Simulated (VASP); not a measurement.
```xyz
2
Lattice="0.0000 2.6360 2.6360 2.6360 0.0000 2.6360 2.6360 2.6360 0.0000" Properties=species:S:1:pos:R:3 pbc="T T T"
Mo     0.0000     0.0000     0.0000
S      1.3180     1.3180     1.3180
```

Computed with PBEsol GGA, VASP's PBE PAW potentials (set 64) (plane waves; VASP). Numerical set-up: 400 eV cut-off, Gaussian smearing of 0.050 eV, potentials Mo_sv S.

What does the run give for the band gap (along the path) with the smallest direct gap where there is one?

```json
{
  "band gap (along the path)": "none (metal, semimetal or under 0.01 eV)"
}
```

Total energies compare only between runs with the same potentials, cut-off and functional.

The structure was generated: MoS was put into the zinc blende type (F-43m), which need not be its known phase. It was relaxed first, which changed the volume by -32 %.
